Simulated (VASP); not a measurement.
## Cd (Cadmium): the relaxed cell at several levels of theory

How much does the relaxed cell of Cd (Cadmium) depend on the functional? The starting structure is a measured crystal structure from the Crystallography Open Database.

Calculated with VASP 6.6.1; Kohn-Sham DFT with plane waves and PAW; PBEsol, r2SCAN, PBE and LDA.

**1. Starting point**

It takes space group P6_3/mmc (No. 194, hexagonal). The conventional cell has a = 2.979 Å, b = 2.979 Å, c = 5.618 Å, α = 90.00°, β = 90.00°, γ = 120.00°. Cd has 12 Cd at 2.98 to 3.29 Å nearest.

As a file:

```xyz
2
Lattice="2.9789 0.0000 0.0000 -1.4894 2.5798 0.0000 0.0000 0.0000 5.6177" Properties=species:S:1:pos:R:3 pbc="T T T"
Cd    1.4894    0.8599    4.2132
Cd    0.0000    1.7199    1.4044
```

**2. Relaxation with PBEsol**

PBEsol restores the gradient expansion of exchange and is tuned for the cells of solids. This run starts from the cell of an earlier relaxation, which isn't shown; the restart sets up the plane waves anew.

The input, INCAR:

```
SYSTEM = Cd
PREC = Accurate
ENCUT = 520
EDIFF = 1E-07
NELM = 100
ISMEAR = 1
SIGMA = 0.15
LREAL = .FALSE.
ALGO = Normal
GGA = PS
NBANDS = 18
LORBIT = 11
LWAVE = .FALSE.
LCHARG = .FALSE.
KPAR = 4
IBRION = 2
NSW = 50
ISIF = 3
EDIFFG = -0.005
LASPH = .TRUE.
```

The input, POSCAR:

```
Cd
1.0
    2.9498167690      0.0000000000      0.0000000000
   -1.4749083845      2.5546162585      0.0000000000
    0.0000000000      0.0000000000      5.6214435649
Cd
2
Direct
    0.6666666667      0.3333333333      0.7500000000
    0.3333333333      0.6666666667      0.2500000000
```

The input, KPOINTS:

```
Automatic mesh
0
Gamma
18 18 8
0 0 0
```

Potentials, in the order of the species: Cd (PBE family, release 64).

Launch:

```console
> mpirun -np 4 vasp_std
```

The program printed:

```text
[banner, memory and clock lines left out]
running    4 mpi-ranks, on    1 nodes
 distrk:  each k-point on    1 cores,    4 groups
 distr:  one band on    1 cores,    1 groups

 POSCAR found type information on POSCAR Cd
 POSCAR found :  1 types and       2 ions
|                                                                             |
|               ----> ADVICE to this user running VASP <----                  |
|                                                                             |
|     You enforced a specific xc type in the INCAR file but a different       |
|     [... a line on the potential file left out ...]
|     I HOPE YOU KNOW WHAT YOU ARE DOING!                                     |
|                                                                             |

 LDA part: xc-table for (Slater+PW92), standard interpolation
 POSCAR, INCAR and KPOINTS ok, starting setup
 FFT: planning ... GRIDC
 FFT: planning ... GRID_SOFT
 FFT: planning ... GRID
 WAVECAR not read
 entering main loop
       N       E                     dE             d eps       ncg     rms          rms(c)
DAV:   1     0.172805351842E+03    0.17281E+03   -0.13243E+04  6668   0.135E+03
DAV:   2     0.125429461580E+01   -0.17155E+03   -0.16569E+03  6804   0.346E+02
DAV:   3    -0.257754398787E+01   -0.38318E+01   -0.38238E+01  7750   0.599E+01
DAV:   4    -0.258419693980E+01   -0.66530E-02   -0.66522E-02  7298   0.224E+00
DAV:   5    -0.258421536310E+01   -0.18423E-04   -0.18424E-04  7246   0.118E-01    0.463E+00
DAV:   6    -0.241412094798E+01    0.17009E+00   -0.42550E-01  7096   0.819E+00    0.367E+00
DAV:   7    -0.240204078666E+01    0.12080E-01   -0.33853E-02  7248   0.175E+00    0.197E+00
DAV:   8    -0.240022143423E+01    0.18194E-02   -0.33950E-03  6884   0.759E-01    0.997E-02
DAV:   9    -0.240023524377E+01   -0.13810E-04   -0.30027E-05  7364   0.611E-02    0.443E-02
DAV:  10    -0.240025664620E+01   -0.21402E-04   -0.15769E-05  7056   0.441E-02    0.366E-03
DAV:  11    -0.240025654956E+01    0.96640E-07   -0.12076E-07  5762   0.349E-03
   1 F= -.24002565E+01 E0= -.24002865E+01  d E =-.240026E+01
 curvature:   0.00 expect dE= 0.000E+00 dE for cont linesearch  0.000E+00
 trial: gam= 0.00000 g(F)=  0.339E-48 g(S)=  0.486E-06 ort = 0.000E+00 (trialstep = 0.100E+01)
 search vector abs. value=  0.487E-06
 reached required accuracy - stopping structural energy minimisation
```

Wall time 11 s (4 MPI ranks of Intel Xeon 6975P-C (Granite Rapids), shared host); peak memory 0.95 GiB.

Lines that name or quote the potential files are left out of all logs, and their timing lines are given in words.

OUTCAR, selected parts (step 2):

```text
ion  position               nearest neighbor table
   1  0.667  0.333  0.750-   2 3.29   2 3.29   2 3.29   2 3.29   2 3.29   2 3.29
   2  0.333  0.667  0.250-   1 3.29   1 3.29   1 3.29   1 3.29   1 3.29   1 3.29

  LATTYP: Found a hexagonal cell.
 ALAT       =     2.9498167690
 C/A-ratio  =     1.9056924566

 Subroutine GETGRP returns: Found 24 space group operations
 (whereof 12 operations were pure point group operations)

The static configuration has the point symmetry D_3d.
 The point group associated with its full space group is D_6h.

 Found    185 irreducible k-points:

   k-points           NKPTS =    185   k-points in BZ     NKDIM =    185   number of bands    NBANDS=     18

   dimension x,y,z NGX =    24 NGY =   24 NGZ =   42
   dimension x,y,z NGXF=    48 NGYF=   48 NGZF=   84

   ENCUT  =  520.0 eV  38.22 Ry    6.18 a.u.   5.48  5.48 10.45*2*pi/ulx,y,z

   NELECT =      24.0000    total number of electrons

 k-points in reciprocal lattice and weights: Automatic mesh
   0.00000000  0.00000000  0.00000000       0.000
   0.05555556  0.00000000  0.00000000       0.002
   0.11111111  0.00000000  0.00000000       0.002
   0.16666667  0.00000000  0.00000000       0.002
   0.22222222 -0.00000000  0.00000000       0.002
   0.27777778 -0.00000000  0.00000000       0.002
   0.33333333 -0.00000000  0.00000000       0.002
   0.38888889 -0.00000000  0.00000000       0.002
   0.44444444 -0.00000000  0.00000000       0.002
[...]
0.33333333  0.27777778  0.50000000       0.005
   0.33333333  0.33333333  0.50000000       0.001

 average (electrostatic) potential at core
       1 -39.2520       2 -39.2520

 E-fermi :   3.0105

 k-point     1 :       0.0000    0.0000    0.0000
  band No.  band energies     occupation
    ...
      9      -5.7533      2.00000
     10      -5.5025      2.00000
     11      -5.5025      2.00000
     12      -0.2657      2.00000
     13      -0.2099      2.00000
     14      13.3062      0.00000
     15      17.5478      0.00000
     16      17.7428      0.00000
     17      18.1668      0.00000
     18      18.1668      0.00000

 k-point     2 :       0.0556    0.0000    0.0000
  band No.  band energies     occupation
    ...
      9      -5.7641      2.00000
     10      -5.5493      2.00000
     11      -5.5020      2.00000
     12      -0.1662      2.00000
     13      -0.1377      2.00000
     14      13.4115      0.00000
     15      16.5095      0.00000
     16      17.4387      0.00000
     17      17.5182      0.00000
     18      17.7312      0.00000

 k-point     3 :       0.1111    0.0000    0.0000
  band No.  band energies     occupation
    ...
      9      -5.7938      2.00000
     10      -5.6663      2.00000
     11      -5.5019      2.00000
     12      -0.0295      2.00000
     13       0.2292      2.00000
     14      13.7189      0.00000
     15      14.3933      0.00000
     16      16.2917      0.00000
     17      17.1420      0.00000
     18      17.6548      0.00000

  Total        0.0005666      0.0005666      0.0044189      0.0000000      0.0000000      0.0000000
  in kB        0.0214288      0.0214288      0.1671312      0.0000000      0.0000000      0.0000000
  external PRESSURE =       0.0699962 kB  Pullay stress =       0.0000000 kB

  energy-cutoff  :      520.00
  volume of cell :       42.36
      direct lattice vectors                 reciprocal lattice vectors
     2.949816769  0.000000000  0.000000000     0.339004107  0.195724113  0.000000000
    -1.474908384  2.554616258  0.000000000     0.000000000  0.391448225  0.000000000
     0.000000000  0.000000000  5.621443565     0.000000000  0.000000000  0.177890250

 POSITION                                       TOTAL-FORCE (eV/Angst)
 -----------------------------------------------------------------------------------
      1.47491      0.85154      4.21608         0.000000     -0.000000      0.000000
     -0.00000      1.70308      1.40536        -0.000000      0.000000      0.000000
 -----------------------------------------------------------------------------------
    total drift:                                0.000000     -0.000000      0.000000

  FREE ENERGIE OF THE ION-ELECTRON SYSTEM (eV)
  ---------------------------------------------------
  free  energy   TOTEN  =        -2.4002565496 eV

  energy  without entropy=       -2.4003464324  energy(sigma->0) =       -2.40028651

 reached required accuracy - stopping structural energy minimisation

 total charge
# of ion       s       p       d       tot
------------------------------------------
    1        0.525   0.324   9.478  10.328
    2        0.525   0.324   9.478  10.328
--------------------------------------------------
tot          1.050   0.648  18.957  20.655

[... 3 further parts left out ...]
```

CONTCAR:

```
Cd
   1.00000000000000
     2.9498167689999999    0.0000000000000000    0.0000000000000000
    -1.4749083844999999    2.5546162584999998    0.0000000000000000
     0.0000000000000000    0.0000000000000000    5.6214435648999999
  Cd
     2
Direct
     0.6666666667000030    0.3333333332999970    0.7500000000000000
     0.3333333332999970    0.6666666667000030    0.2500000000000000
```

The PAW data sets were made with PBE, which is usual practice but a small mismatch for other functionals. The run keeps the 24 symmetry operations of its start, so it cannot find a distortion of lower symmetry.

With PBEsol the relaxed cell holds 21.181 Å³ an atom, -1.87 % against the measured cell, with a = 2.950 Å and c = 5.621 Å.

**3. Relaxation with r2SCAN**

r2SCAN adds the kinetic-energy density, costs more than a GGA and is run with LASPH. This run starts from the cell of an earlier relaxation, which isn't shown; the restart sets up the plane waves anew.

INCAR: that of step 2 with these lines changed.

```diff
@@ -9,3 +9,4 @@
 ALGO = Normal
-GGA = PS
+METAGGA = R2SCAN
+LASPH = .TRUE.
 NBANDS = 18
@@ -19,2 +20 @@
 EDIFFG = -0.005
-LASPH = .TRUE.
```

The input, POSCAR:

```
Cd
1.0
    2.9676176546      0.0000000000      0.0000000000
   -1.4838088273      2.5700322776      0.0000000000
    0.0000000000      0.0000000000      5.8093282795
Cd
2
Direct
    0.6666666667      0.3333333333      0.7500000000
    0.3333333333      0.6666666667      0.2500000000
```

KPOINTS is that of step 2.

Launch:

```console
> mpirun -np 4 vasp_std
```

The program printed:

```text
[banner, memory and clock lines left out]
running    4 mpi-ranks, on    1 nodes
[...]
[... a notice as in an earlier step ...]

 LDA part: xc-table for (None), standard interpolation
 POSCAR, INCAR and KPOINTS ok, starting setup
[...]
entering main loop
       N       E                     dE             d eps       ncg     rms          rms(c)
DAV:   1     0.133171184264E+03    0.13317E+03   -0.13533E+04  6660   0.137E+03
DAV:   2    -0.432400158737E+02   -0.17641E+03   -0.16998E+03  6806   0.350E+02
DAV:   3    -0.473705006279E+02   -0.41305E+01   -0.41236E+01  7714   0.631E+01
DAV:   4    -0.473784117093E+02   -0.79111E-02   -0.79104E-02  7314   0.251E+00
[...]
DAV:  13    -0.402018054102E+02   -0.15041E-05   -0.43625E-06  7202   0.230E-02    0.638E-03
DAV:  14    -0.402018048480E+02    0.56225E-06   -0.81002E-07  6876   0.117E-02    0.889E-04
DAV:  15    -0.402018047933E+02    0.54722E-07   -0.37782E-08  3520   0.207E-03
   1 F= -.40201805E+02 E0= -.40201841E+02  d E =-.402018E+02
[...]
reached required accuracy - stopping structural energy minimisation
```

Elapsed: 55 s, on 4 MPI ranks; peak memory 0.97 GiB; 3.2 min of CPU time.

Parts of OUTCAR (step 3):

```text
  Total        0.0014585      0.0014585     -0.0001654     -0.0000000      0.0000000      0.0000000
  in kB        0.0527416      0.0527416     -0.0059810     -0.0000000      0.0000000      0.0000000
  external PRESSURE =       0.0331674 kB  Pullay stress =       0.0000000 kB

 POSITION                                       TOTAL-FORCE (eV/Angst)
 -----------------------------------------------------------------------------------
      1.48381      0.85668      4.35700        -0.000000     -0.000000      0.000000
     -0.00000      1.71335      1.45233         0.000000      0.000000      0.000000
 -----------------------------------------------------------------------------------
    total drift:                                0.000000     -0.000000      0.000000

  FREE ENERGIE OF THE ION-ELECTRON SYSTEM (eV)
  ---------------------------------------------------
  free  energy   TOTEN  =       -40.2018047933 eV

  energy  without entropy=      -40.2019142735  energy(sigma->0) =      -40.20184129

[... 2 parts as in an earlier step ...]

[... 2 further parts left out ...]
[key lines of the parts left out:]
E-fermi :   2.7739
```

With r2SCAN the relaxed cell holds 22.154 Å³ an atom, +2.63 % against the measured cell, with a = 2.968 Å and c = 5.809 Å. That is +4.59 % from PBEsol.

**4. Relaxation with PBE**

PBE, the usual starting point, adds the gradient of the density. This run starts from the cell of an earlier relaxation, which isn't shown; the restart sets up the plane waves anew.

INCAR: that of step 3 with these lines changed.

```diff
@@ -9,4 +9,3 @@
 ALGO = Normal
-METAGGA = R2SCAN
-LASPH = .TRUE.
+GGA = PE
 NBANDS = 18
@@ -20 +19,2 @@
 EDIFFG = -0.005
+LASPH = .TRUE.
```

The input, POSCAR:

```
Cd
1.0
    3.0219497366      0.0000000000      0.0000000000
   -1.5109748683      2.6170852409      0.0000000000
    0.0000000000      0.0000000000      5.8259395409
Cd
2
Direct
    0.6666666667      0.3333333333      0.7500000000
    0.3333333333      0.6666666667      0.2500000000
```

KPOINTS is that of step 3.

Launch:

```console
> mpirun -np 4 vasp_std
```

The program printed:

```text
[banner, memory and clock lines left out]
running    4 mpi-ranks, on    1 nodes
[...]
LDA part: xc-table for (Slater+PW92), standard interpolation
 POSCAR, INCAR and KPOINTS ok, starting setup
[...]
entering main loop
       N       E                     dE             d eps       ncg     rms          rms(c)
DAV:   1     0.172311665590E+03    0.17231E+03   -0.13161E+04  6668   0.133E+03
DAV:   2     0.236370475969E+01   -0.16995E+03   -0.16442E+03  6818   0.342E+02
DAV:   3    -0.157485533526E+01   -0.39386E+01   -0.39310E+01  7656   0.602E+01
DAV:   4    -0.158174109936E+01   -0.68858E-02   -0.68843E-02  7272   0.228E+00
[...]
DAV:   9    -0.149436381992E+01   -0.53656E-04   -0.32259E-05  7590   0.594E-02    0.334E-02
DAV:  10    -0.149440348656E+01   -0.39667E-04   -0.36225E-05  7050   0.615E-02    0.301E-03
DAV:  11    -0.149440339077E+01    0.95789E-07   -0.25364E-08  5620   0.137E-03
   1 F= -.14944034E+01 E0= -.14942109E+01  d E =-.149440E+01
[...]
reached required accuracy - stopping structural energy minimisation
```

It took 10 s on 4 MPI ranks; peak memory 1 GiB; 39 s of CPU time.

From OUTCAR (step 4):

```text
  Total        0.0020830      0.0020830      0.0093312      0.0000000      0.0000000      0.0000000
  in kB        0.0724302      0.0724302      0.3244735      0.0000000      0.0000000      0.0000000
  external PRESSURE =       0.1564446 kB  Pullay stress =       0.0000000 kB

 POSITION                                       TOTAL-FORCE (eV/Angst)
 -----------------------------------------------------------------------------------
      1.51097      0.87236      4.36945        -0.000000      0.000000      0.000000
     -0.00000      1.74472      1.45648         0.000000     -0.000000      0.000000
 -----------------------------------------------------------------------------------
    total drift:                               -0.000000      0.000000      0.000000

  FREE ENERGIE OF THE ION-ELECTRON SYSTEM (eV)
  ---------------------------------------------------
  free  energy   TOTEN  =        -1.4944033908 eV

  energy  without entropy=       -1.4938259478  energy(sigma->0) =       -1.49421091

[... 2 parts as in an earlier step ...]

[... 2 further parts left out ...]
[key lines of the parts left out:]
E-fermi :   2.5768
```

With PBE the relaxed cell holds 23.038 Å³ an atom, +6.73 % against the measured cell, with a = 3.022 Å and c = 5.826 Å. That is +8.77 % from PBEsol.

**5. Relaxation with LDA**

LDA, the lowest rung, knows the local density alone. This run starts from the cell of an earlier relaxation, which isn't shown; the restart sets up the plane waves anew.

INCAR: that of step 4 with these lines changed.

```diff
@@ -9,3 +9,3 @@
 ALGO = Normal
-GGA = PE
+GGA = CA
 NBANDS = 18
```

The input, POSCAR:

```
Cd
1.0
    2.9068778363      0.0000000000      0.0000000000
   -1.4534389182      2.5174300520      0.0000000000
    0.0000000000      0.0000000000      5.5423593431
Cd
2
Direct
    0.6666666667      0.3333333333      0.7500000000
    0.3333333333      0.6666666667      0.2500000000
```

KPOINTS is that of step 4.

Potentials, in the order of the species: Cd (LDA family, release 64).

Launch:

```console
> mpirun -np 4 vasp_std
```

The program printed:

```text
[banner, memory and clock lines left out]
running    4 mpi-ranks, on    1 nodes
[...]
LDA part: xc-table for (Slater(with rela. corr.)+CA(PZ))
 , standard interpolation
 POSCAR, INCAR and KPOINTS ok, starting setup
[...]
entering main loop
       N       E                     dE             d eps       ncg     rms          rms(c)
DAV:   1     0.178315149766E+03    0.17832E+03   -0.13343E+04  6660   0.136E+03
DAV:   2     0.661490043135E+00   -0.17765E+03   -0.17184E+03  6824   0.353E+02
DAV:   3    -0.320948245741E+01   -0.38710E+01   -0.38631E+01  7662   0.604E+01
DAV:   4    -0.321650255902E+01   -0.70201E-02   -0.70194E-02  7416   0.236E+00
[...]
DAV:   9    -0.304270945487E+01   -0.84938E-05   -0.20655E-05  7436   0.525E-02    0.382E-02
DAV:  10    -0.304271626781E+01   -0.68129E-05   -0.59013E-06  7096   0.283E-02    0.291E-03
DAV:  11    -0.304271625136E+01    0.16455E-07   -0.89379E-08  5346   0.307E-03
   1 F= -.30427163E+01 E0= -.30427598E+01  d E =-.304272E+01
[...]
reached required accuracy - stopping structural energy minimisation
```

The job ended after 9 s (4 MPI ranks; peak memory 0.87 GiB; 34 s of CPU time).

Parts of OUTCAR (step 5):

```text
  Total       -0.0029637     -0.0029637      0.0063488      0.0000000      0.0000000      0.0000000
  in kB       -0.1170753     -0.1170753      0.2507970      0.0000000      0.0000000      0.0000000
  external PRESSURE =       0.0055488 kB  Pullay stress =       0.0000000 kB

 POSITION                                       TOTAL-FORCE (eV/Angst)
 -----------------------------------------------------------------------------------
      1.45344      0.83914      4.15677         0.000000     -0.000000      0.000000
     -0.00000      1.67829      1.38559        -0.000000      0.000000      0.000000
 -----------------------------------------------------------------------------------
    total drift:                               -0.000000      0.000000      0.000000

  FREE ENERGIE OF THE ION-ELECTRON SYSTEM (eV)
  ---------------------------------------------------
  free  energy   TOTEN  =        -3.0427162514 eV

  energy  without entropy=       -3.0428470075  energy(sigma->0) =       -3.04275984

[... 2 parts as in an earlier step ...]

[... 2 further parts left out ...]
[key lines of the parts left out:]
E-fermi :   3.2917
```

With LDA the relaxed cell holds 20.279 Å³ an atom, -6.05 % against the measured cell, with a = 2.907 Å and c = 5.542 Å. That is -4.26 % from PBEsol.

**6. The runs compared**

| level | volume (Å³/atom) | against the measured cell (%) | a (Å) | c (Å) | pressure left (GPa) | core minutes |
| --- | --- | --- | --- | --- | --- | --- |
| PBEsol | 21.181 | -1.87 | 2.9498 | 5.6214 | 0.01 | 5.8 |
| r2SCAN | 22.154 | 2.63 | 2.9676 | 5.8093 | 0.0 | 25.1 |
| PBE | 23.038 | 6.73 | 3.0219 | 5.8259 | 0.02 | 7.28 |
| LDA | 20.279 | -6.05 | 2.9069 | 5.5424 | 0.0 | 4.13 |

Core minutes are wall time times ranks, summed over the relaxations behind a row (those for a bulk modulus apart), on shared hosts.

**7. What came out**

```json
{
 "volume, PBEsol": "21.18 Å³/atom",
 "volume, r2SCAN": "22.15 Å³/atom",
 "volume, PBE": "23.04 Å³/atom",
 "volume, LDA": "20.28 Å³/atom"
}
```

**Reading.** Across 4 levels the volume of Cd (Cadmium) spans 13.6 %, from 20.28 Å³ an atom (LDA) to 23.04 Å³ (PBE). Against the measured volume of the starting structure, PBEsol comes nearest (-1.9 %) and PBE lies farthest (+6.7 %). The measured cell holds zero-point expansion and, unless it was taken cold, thermal expansion, which the runs lack, so small differences decide nothing. All runs keep the symmetry of the start, so they can't find a distortion of lower symmetry.

[Lines on the potential files, build, host, timing and source positions are cut from VASP's logs without a mark.]

[Logs are printed without paths, hosts, clocks, repeated set-up lines and the standing remarks that a program may print on its own settings, such as how far it seeks lower states.]

[Hosts, paths, dates, database ids (printed as entryN), source tags and the programs' standing remarks are cut or masked in the printed files.]
